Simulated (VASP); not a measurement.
Consider the following.

```cif
data_Br3CsPb
_chemical_formula_sum 'Cs1 Pb1 Br3'
_space_group_name_H-M_alt 'P 1'
_space_group_IT_number 1
_cell_length_a 5.90451
_cell_length_b 5.90451
_cell_length_c 5.90451
_cell_angle_alpha 90.000
_cell_angle_beta 90.000
_cell_angle_gamma 90.000
loop_
_space_group_symop_operation_xyz
  'x, y, z'
loop_
_atom_site_label
_atom_site_type_symbol
_atom_site_fract_x
_atom_site_fract_y
_atom_site_fract_z
_atom_site_occupancy
Cs1 Cs 0.00000 0.00000 0.00000 1
Pb1 Pb 0.50000 0.50000 0.50000 1
Br1 Br 0.50000 0.00000 0.50000 1
Br2 Br 0.00000 0.50000 0.50000 1
Br3 Br 0.50000 0.50000 0.00000 1
```

Level of theory: vdW-DF-cx, VASP's PBE PAW potentials (set 64) (plane waves; VASP). Numerical set-up: 520 eV cut-off, 4×4×4 Γ-centred mesh, Gaussian smearing of 0.050 eV, potentials Cs_sv Pb_d Br.

Question: Give the energy at these volumes per atom, relative to the lowest: 38.67, 39.90, 41.13, 42.37, 43.60 Å³.

Answer: 11.2, 2.7, 0.0, 2.2, 8.4 meV/atom. A third-order Birch-Murnaghan fit gives B0 = 21.0 GPa and B0′ = 4.8.

The compound is CsPbBr3 in the cubic perovskite structure, the ideal cubic form; the compound distorts at low or room temperature. It was relaxed first.
